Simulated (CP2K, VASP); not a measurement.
An input for CP2K (LDA (Pade form), GPW, DZVP-MOLOPT-SR-GTH basis, GTH-PADE potentials (GTH_POTENTIALS)):

```
&GLOBAL
  PROJECT calc
  RUN_TYPE ENERGY_FORCE
  PRINT_LEVEL LOW
&END GLOBAL
&FORCE_EVAL
  METHOD Quickstep
  STRESS_TENSOR ANALYTICAL
  &DFT
    BASIS_SET_FILE_NAME BASIS_MOLOPT
    POTENTIAL_FILE_NAME GTH_POTENTIALS
    &QS
      METHOD GPW
      EPS_DEFAULT 1E-11
    &END QS
    &MGRID
      CUTOFF 500
      REL_CUTOFF 60
      NGRIDS 5
    &END MGRID
    &SCF
      SCF_GUESS ATOMIC
      EPS_SCF 1E-6
      MAX_SCF 100
      ADDED_MOS 11
      &DIAGONALIZATION
        ALGORITHM STANDARD
      &END DIAGONALIZATION
      &MIXING
        METHOD BROYDEN_MIXING
        ALPHA 0.3
        NBUFFER 12
        BETA 1
      &END MIXING
    &END SCF
    &KPOINTS
      SCHEME MONKHORST-PACK 4 5 2
      GAMMA_CENTERED T
    &END KPOINTS
    &XC
      &XC_FUNCTIONAL PADE
      &END XC_FUNCTIONAL
    &END XC
    &PRINT
      &MO
        EIGENVALUES T
        OCCUPATION_NUMBERS T
        NDIGITS 8
        FILENAME mo
        &EACH
          QS_SCF 0
        &END EACH
        ADD_LAST NUMERIC
      &END MO
      &MULLIKEN OFF
      &END MULLIKEN
    &END PRINT
  &END DFT
  &SUBSYS
    &CELL
      A 5.01170700 0.00000000 0.00000000
      B 0.00000000 3.51314700 0.00000000
      C -1.17715600 0.00000000 8.87292900
      PERIODIC XYZ
    &END CELL
    &COORD
      Hf       0.66449095     2.63486025     5.77947103
      Hf       3.17006005     0.87828675     3.09345797
      S        4.17915652     2.63486025     1.58097849
      S       -0.34460552     0.87828675     7.29195051
      S        0.66379915     0.87828675     3.97595948
      S        3.17075185     2.63486025     4.89696952
      S        1.67440809     0.87828675     7.29310399
      S        2.16014291     2.63486025     1.57982501
    &END COORD
    &KIND Hf
      BASIS_SET DZVP-MOLOPT-SR-GTH
      POTENTIAL GTH-PADE-q12
    &END KIND
    &KIND S
      BASIS_SET DZVP-MOLOPT-SR-GTH
      POTENTIAL GTH-PADE-q6
    &END KIND
  &END SUBSYS
  &PRINT
    &FORCES ON
    &END FORCES
    &STRESS_TENSOR ON
    &END STRESS_TENSOR
  &END PRINT
&END FORCE_EVAL
```

Task: Translate it to VASP.

Result: One set of files that does it:

File KPOINTS:
```
Automatic mesh
0
Gamma
4 5 2
0 0 0
```

### INCAR
```
! general
SYSTEM   =  HfS3
PREC     =  Accurate
ENCUT    =  300
LREAL    =  .False.
LASPH    =  .True.

! electronic loop
EDIFF    =  1E-6
NELM     =  100
ALGO     =  Normal
LMAXMIX  =  6

! smearing
ISMEAR   =  0
SIGMA    =  0.01

! ions
ISIF     =  2

! output
LWAVE    =  .False.
LCHARG   =  .False.
```

**POSCAR**
```
HfS3
1
    5.0117070000     0.0000000000     0.0000000000
    0.0000000000     3.5131470000     0.0000000000
   -1.1771560000     0.0000000000     8.8729290000
Hf S
2 6
Direct
  0.2855800000   0.7500000000   0.6513600000
  0.7144200000   0.2500000000   0.3486400000
  0.8757300000   0.7500000000   0.1781800000
  0.1242700000   0.2500000000   0.8218200000
  0.2377000000   0.2500000000   0.4481000000
  0.7623000000   0.7500000000   0.5519000000
  0.5271600000   0.2500000000   0.8219500000
  0.4728400000   0.7500000000   0.1780500000
```

POTCAR, in this order: Hf_pv S (LDA.64 set). Program: vasp_std.

Both are inputs of real runs that ended normally. What can't carry over is the choice of potentials or basis and its cut-off, and each code's defaults.

Fixed occupations appear in VASP as a very narrow Gaussian smearing.

VASP's LDA is the Perdew-Zunger fit; the other code's may be Perdew-Wang, which differs slightly.

The structure comes from a computed database's HfS3 entry; how it stands against other phases isn't given here. The cell was not relaxed at this level, and its volume differs by -5.9 % from the start's.
